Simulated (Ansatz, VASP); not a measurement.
# ZnSe (Stilleite) in two plane-wave programs, part 2 of 3

Aim: how closely do two programs agree when they are given the same cell, functional and k mesh? The cell is taken from a series of runs on this material, whose earlier steps may have relaxed, scaled, displaced or heated it; both programs get it as it stands.

VASP 6.6.1 and Ansatz 0.2.0.

So far. Step 2 (VASP: single point, r2SCAN, spin-orbit coupling, pair 1): The run ends at a pressure of 11.09 GPa.

## (4) Differences

Known differences besides the potentials themselves: spin-orbit coupling enters by fully relativistic files in Ansatz and inside the spheres in VASP; VASP keeps PBE cores, Ansatz makes them for the functional; the data sets hold 28 valence electrons in Ansatz (on its PAW fully relativistic soft_1 files) and 18 in VASP; the cutoff is 500 eV in Ansatz and 440 eV in VASP. Total energies have different zeros and are not compared.

Both answers:

```
              quantity  Ansatz   VASP  difference
gap on the k mesh (eV)   2.308  2.324      -0.017
```

A gap on the mesh is an upper bound, since the band edges may lie between its points.

## (5) Ansatz: single point, r2SCAN, spin-orbit coupling, pair 2

With cell and atoms fixed, the geometry can't cause a difference; cores, projectors, grids and the points listed under the comparison can. The cell compared in this pair holds 41.40 Å³, against 40.04 Å³ for the pair before.

The cell is taken from a series of runs on this material, whose earlier steps may have relaxed, scaled, displaced or heated it; both programs get it as it stands.

input.yaml reads:

```yaml
crystal:
  lattice:
    - [0.0, 2.7457483833, 2.7457483833]
    - [2.7457483833, 0.0, 2.7457483833]
    - [2.7457483833, 2.7457483833, 0.0]
  atoms:
    - { symbol: Zn, position: [0.0, 0.0, 0.0] }
    - { symbol: Se, position: [0.75, 0.75, 0.75] }
kpoints:
  mp_grid: { grid: [6, 6, 6] }
hamiltonian:
  xc: r2scan
  pseudopotentials: { kind: paw_fr, azcp: { folder: soft_1 } }
scf:
  occupations: { method: gaussian, width: 0.01 }
  n_extra_bands: 16
output:
  eigenvalues: true
  eigenstates:
    kpoints:
      - [0.0, 0.0, 0.0]
      - [0.0, 0.003495995, 0.003495995]
      - [0.003495995, 0.0, 0.003495995]
      - [0.003495995, 0.003495995, 0.0]
      - [0.002472042, 0.002472042, 0.004944084]
      - [-0.002472042, 0.002472042, 0.0]
      - [0.002472042, 0.004944084, 0.002472042]
      - [-0.002472042, 0.0, 0.002472042]
      - [0.004944084, 0.002472042, 0.002472042]
      - [0.0, -0.002472042, 0.002472042]
      - [0.004036828, 0.004036828, 0.004036828]
      - [0.0, 0.0, 0.004036828]
      - [0.0, 0.004036828, 0.0]
      - [0.004036828, 0.0, 0.0]
      - [0.0, -0.003495995, -0.003495995]
      - [-0.003495995, 0.0, -0.003495995]
      - [-0.003495995, -0.003495995, 0.0]
      - [-0.002472042, -0.002472042, -0.004944084]
      - [0.002472042, -0.002472042, 0.0]
      - [-0.002472042, -0.004944084, -0.002472042]
      - [0.002472042, 0.0, -0.002472042]
      - [-0.004944084, -0.002472042, -0.002472042]
      - [0.0, 0.002472042, -0.002472042]
      - [-0.004036828, -0.004036828, -0.004036828]
      - [0.0, 0.0, -0.004036828]
      - [0.0, -0.004036828, 0.0]
      - [-0.004036828, 0.0, 0.0]
      - [0.0, 0.013109983, 0.013109983]
      - [0.013109983, 0.0, 0.013109983]
      - [0.013109983, 0.013109983, 0.0]
      - [0.009270158, 0.009270158, 0.018540316]
      - [-0.009270158, 0.009270158, 0.0]
      - [0.009270158, 0.018540316, 0.009270158]
      - [-0.009270158, 0.0, 0.009270158]
      - [0.018540316, 0.009270158, 0.009270158]
      - [0.0, -0.009270158, 0.009270158]
      - [0.015138104, 0.015138104, 0.015138104]
      - [0.0, 0.0, 0.015138104]
      - [0.0, 0.015138104, 0.0]
      - [0.015138104, 0.0, 0.0]
      - [0.0, -0.013109983, -0.013109983]
      - [-0.013109983, 0.0, -0.013109983]
      - [-0.013109983, -0.013109983, 0.0]
      - [-0.009270158, -0.009270158, -0.018540316]
      - [0.009270158, -0.009270158, 0.0]
      - [-0.009270158, -0.018540316, -0.009270158]
      - [0.009270158, 0.0, -0.009270158]
      - [-0.018540316, -0.009270158, -0.009270158]
      - [0.0, 0.009270158, -0.009270158]
      - [-0.015138104, -0.015138104, -0.015138104]
      - [0.0, 0.0, -0.015138104]
      - [0.0, -0.015138104, 0.0]
      - [-0.015138104, 0.0, 0.0]
      - [0.0, 0.0, 0.0]
      - [0.0, 0.003495995, 0.003495995]
      - [0.003495995, 0.0, 0.003495995]
      - [0.003495995, 0.003495995, 0.0]
      - [0.002472042, 0.002472042, 0.004944084]
      - [-0.002472042, 0.002472042, 0.0]
      - [0.002472042, 0.004944084, 0.002472042]
      - [-0.002472042, 0.0, 0.002472042]
      - [0.004944084, 0.002472042, 0.002472042]
      - [0.0, -0.002472042, 0.002472042]
      - [0.004036828, 0.004036828, 0.004036828]
      - [0.0, 0.0, 0.004036828]
      - [0.0, 0.004036828, 0.0]
      - [0.004036828, 0.0, 0.0]
      - [0.0, -0.003495995, -0.003495995]
      - [-0.003495995, 0.0, -0.003495995]
      - [-0.003495995, -0.003495995, 0.0]
      - [-0.002472042, -0.002472042, -0.004944084]
      - [0.002472042, -0.002472042, 0.0]
      - [-0.002472042, -0.004944084, -0.002472042]
      - [0.002472042, 0.0, -0.002472042]
      - [-0.004944084, -0.002472042, -0.002472042]
      - [0.0, 0.002472042, -0.002472042]
      - [-0.004036828, -0.004036828, -0.004036828]
      - [0.0, 0.0, -0.004036828]
      - [0.0, -0.004036828, 0.0]
      - [-0.004036828, 0.0, 0.0]
      - [0.0, 0.013109983, 0.013109983]
      - [0.013109983, 0.0, 0.013109983]
      - [0.013109983, 0.013109983, 0.0]
      - [0.009270158, 0.009270158, 0.018540316]
      - [-0.009270158, 0.009270158, 0.0]
      - [0.009270158, 0.018540316, 0.009270158]
      - [-0.009270158, 0.0, 0.009270158]
      - [0.018540316, 0.009270158, 0.009270158]
      - [0.0, -0.009270158, 0.009270158]
      - [0.015138104, 0.015138104, 0.015138104]
      - [0.0, 0.0, 0.015138104]
      - [0.0, 0.015138104, 0.0]
      - [0.015138104, 0.0, 0.0]
      - [0.0, -0.013109983, -0.013109983]
      - [-0.013109983, 0.0, -0.013109983]
      - [-0.013109983, -0.013109983, 0.0]
      - [-0.009270158, -0.009270158, -0.018540316]
      - [0.009270158, -0.009270158, 0.0]
      - [-0.009270158, -0.018540316, -0.009270158]
      - [0.009270158, 0.0, -0.009270158]
      - [-0.018540316, -0.009270158, -0.009270158]
      - [0.0, 0.009270158, -0.009270158]
      - [-0.015138104, -0.015138104, -0.015138104]
      - [0.0, 0.0, -0.015138104]
      - [0.0, -0.015138104, 0.0]
      - [-0.015138104, 0.0, 0.0]
magnetization:
  noncollinear: true
  spin_orbit: true
checkpoint:
  read: start.run
  write: ck
  compress: false
  write_wavefunctions: false
  write_every: 100000
```

The run is started by

```bash
$ ansatz run input.yaml --threads 4 --pin off --max-ram 9216MiB --backend cpu --events-out ev --progress --plain --runs-dir out
```

Numbers of over 12 decimals in the logs are rounded to 6 here.

The log of the run:

```text
[...]
Crystal: 2 atoms, lattice volume = 41.401 Å³
Basis set: ecut = 500 eV, 1067 PW (Γ), exchange–correlation on 120×120×120 points (64 copies of the dense FFT grid, shifted against one another)
Bands: 44, of which v1, the nominal top of the filled ones, is band 28 counted from 1 (27 counted from 0)
Symmetry: 24 space group operations + 24 with time reversal
[...]
k-point 0: bands = [... 24 lower, 7.7041, 7.7041, 7.7041, 7.7041, 9.8582, 9.8582, 13.7462, 13.7462, ... 12 higher]
  k-point 1: bands = [... 24 lower, 7.1621, 7.1621, 7.3881, 7.4027, 11.0025, 11.0025, 14.0683, 14.0683, ... 12 higher]
  k-point 2: bands = [... 24 lower, 6.6516, 6.6516, 6.8720, 6.8863, 10.9744, 10.9744, 14.5195, 14.5195, ... 12 higher]
  k-point 15: bands = [... 24 lower, 4.3810, 4.5011, 4.5730, 4.5769, 12.3321, 12.3534, 12.9953, 13.0780, ... 12 higher]
[key lines of the parts left out:]
SCF converged after 3 iterations
Magnetization: |M| = 0.0000 μB,  M = (+0.0000, +0.0000, +0.0000) μB
Free energy (F): -8799.906274 eV
Fermi energy:    8.781147 eV
```

## (6) VASP: single point, r2SCAN, spin-orbit coupling, pair 2

The same cell, functional, mesh and smearing now go to VASP, with its own data sets.

INCAR reads:

```
SYSTEM = ZnSe
PREC = Accurate
ENCUT = 440
EDIFF = 1E-06
NELM = 200
ISMEAR = 0
SIGMA = 0.01
LREAL = .FALSE.
ALGO = Normal
METAGGA = R2SCAN
LASPH = .TRUE.
LNONCOLLINEAR = .TRUE.
MAGMOM = 0 0 0 0 0 0
NBANDS = 30
GGA_COMPAT = .FALSE.
LSORBIT = .TRUE.
LORBIT = 11
LWAVE = .FALSE.
LCHARG = .FALSE.
ISIF = 2
EFERMI = MIDGAP
LMIXTAU = .TRUE.
KPAR = 2
```

POSCAR reads:

```
ZnSe
1.0
    0.0000000000      2.7457483833      2.7457483833
    2.7457483833      0.0000000000      2.7457483833
    2.7457483833      2.7457483833      0.0000000000
Zn Se
1 1
Direct
    0.0000000000      0.0000000000      0.0000000000
    0.7500000000      0.7500000000      0.7500000000
```

KPOINTS reads:

```
Automatic mesh
0
Gamma
6 6 6
0 0 0
```

PAW data sets: Zn and Se (PBE family, release 64).

The run is started by

```bash
$ mpirun -np 2 vasp_ncl
```

The log of the run:

```text
[banner, memory and clock lines left out]
running    2 mpi-ranks, on    1 nodes
[...]
[... a notice as in an earlier step ...]

 LDA part: xc-table for (None), standard interpolation
 POSCAR, INCAR and KPOINTS ok, starting setup
[...]
entering main loop
       N       E                     dE             d eps       ncg     rms          rms(c)
DAV:   1     0.101864783267E+03    0.10186E+03   -0.77314E+03  1328   0.131E+03
DAV:   2    -0.149779949347E+02   -0.11684E+03   -0.10983E+03  1320   0.312E+02
DAV:   3    -0.273257807706E+02   -0.12348E+02   -0.12205E+02  1570   0.101E+02
DAV:   4    -0.275673416400E+02   -0.24156E+00   -0.24127E+00  1528   0.147E+01
[...]
DAV:  15    -0.248330359039E+02    0.24932E-05   -0.35999E-06  1480   0.330E-02    0.215E-03
DAV:  16    -0.248330403941E+02   -0.44902E-05   -0.18740E-06  1380   0.148E-02    0.235E-03
DAV:  17    -0.248330397741E+02    0.61995E-06   -0.44359E-07   782   0.128E-02
   1 F= -.24833040E+02 E0= -.24833040E+02  d E =0.000000E+00  mag=     0.0000    -0.0000    -0.0000
```

Parts of OUTCAR (step 6):

```text
  Total        1.9575872      1.9575872      1.9575872      0.0000000      0.0000000     -0.0000000
  in kB       75.7564279     75.7564279     75.7564279      0.0000000      0.0000000     -0.0000000
  external PRESSURE =      75.7564279 kB  Pullay stress =       0.0000000 kB

 POSITION                                       TOTAL-FORCE (eV/Angst)
 -----------------------------------------------------------------------------------
      0.00000      0.00000      0.00000         0.000000      0.000000      0.000000
      4.11862      4.11862      4.11862        -0.000000     -0.000000     -0.000000
 -----------------------------------------------------------------------------------
    total drift:                               -0.000001     -0.000001      0.000000

  FREE ENERGIE OF THE ION-ELECTRON SYSTEM (eV)
  ---------------------------------------------------
  free  energy   TOTEN  =       -24.8330397741 eV

  energy  without entropy=      -24.8330397741  energy(sigma->0) =      -24.83303977

 magnetization (x)
# of ion       s       p       d       tot
------------------------------------------
    1       -0.000   0.000   0.000  -0.000
    2        0.000   0.000   0.000   0.000
--------------------------------------------------
tot         -0.000   0.000   0.000  -0.000

 magnetization (y)
# of ion       s       p       d       tot
------------------------------------------
    1        0.000  -0.000  -0.000  -0.000
    2        0.000   0.000   0.000   0.000
--------------------------------------------------
tot          0.000  -0.000  -0.000  -0.000

 magnetization (z)
# of ion       s       p       d       tot
------------------------------------------
    1       -0.000  -0.000  -0.000  -0.000
    2       -0.000  -0.000   0.000  -0.000
--------------------------------------------------
tot         -0.000  -0.000  -0.000  -0.000

[... 1 part as in an earlier step ...]

[... 2 further parts left out ...]
[key lines of the parts left out:]
E-fermi :   3.3770
```

The run ends at a pressure of 7.58 GPa.

## (7) Comparison

What differs besides the data sets and the points named for the pairs above, as far as they apply: the data sets hold 28 valence electrons in Ansatz (on its PAW fully relativistic soft_1 files) and 18 in VASP. Total energies have different zeros and are not compared.

The two programs side by side:

```
              quantity  Ansatz   VASP  difference
gap on the k mesh (eV)   2.154  2.168      -0.014
```

A gap on the mesh is an upper bound, since the band edges may lie between its points.

(Part 2 of 3 ends here.)

[Lines on the potential files, build, host, timing and source positions are cut from VASP's logs without a mark.]

[Logs are printed without paths, hosts, clocks, repeated set-up lines and the standing remarks that a program may print on its own settings, such as how far it seeks lower states.]

[Hosts, paths, dates, database ids (printed as entryN), source tags and the programs' standing remarks are cut or masked in the printed files.]
